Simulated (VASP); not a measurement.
# BH₂SeF: harmonic vibrations of a molecule

BH₂SeF, molecule in box, 5 atoms in the cell. PBE, harmonic vibrations; PAW potentials F, B, Se, H (PBE set).

## Input

INCAR.step1:
```
SYSTEM = BH2SeF
ALGO = Normal
EDIFF = 1E-8
EDIFFG = -0.002
ENCUT = 400
IBRION = 2
ISIF = 2
ISMEAR = 0
ISYM = 0
LASPH = .True.
LCHARG = .False.
LREAL = .False.
LWAVE = .False.
NELM = 100
NSW = 60
POTIM = 0.5
PREC = Accurate
SIGMA = 0.01
```

INCAR.step2, as INCAR.step1 but for:
```
- EDIFFG = -0.002
- IBRION = 2
- ISIF = 2
- NSW = 60
- POTIM = 0.5
+ IBRION = 5
+ NFREE = 2
+ NSW = 1
+ POTIM = 0.015
```

KPOINTS:
```
k-points
0
Gamma
  1 1 1
```

POSCAR.step1:
```
BH2SeF
1.0
   12.0000000000      0.0000000000      0.0000000000
    0.0000000000     13.0000000000      0.0000000000
    0.0000000000      0.0000000000     11.0000000000
F B Se H
1 1 1 2
Direct
    0.4774541700      0.3742230800      0.5749909100
    0.4781541700      0.4584538500      0.5079636400
    0.5931291700      0.5593923100      0.5388000000
    0.4090375000      0.4702153800      0.4311909100
    0.5527791700      0.6290076900      0.4435636400
```

Commands (each step's output is kept before the next begins):
```
cat potpaw_PBE.64/F/POTCAR potpaw_PBE.64/B/POTCAR potpaw_PBE.64/Se/POTCAR potpaw_PBE.64/H/POTCAR > POTCAR
cp INCAR.step1 INCAR
cp POSCAR.step1 POSCAR
mpirun -np 4 vasp_gam > vasp.out
cp CONTCAR POSCAR
cp INCAR.step2 INCAR
mpirun -np 4 vasp_gam > vasp.out
```

## Result

- Vibrations (cm⁻¹; a negative value is imaginary): 2596, 2366, 1231, 1042, 770, 741, 620, 375, 274
- Zero-point energy (eV): 0.621
- Translations and rotations, which should read zero (cm⁻¹): -26, -10, -5, 2, 6, 17
- Vibrational entropy at 298 K (meV/K): 0.159
- Displaced cells: 30
- Ionic steps, all stages: 44
- Electronic steps, all stages: 757

VASP 6.6.1 took 613 s on 4 cores (Intel Xeon Platinum 8488C (Sapphire Rapids)), a shared host.
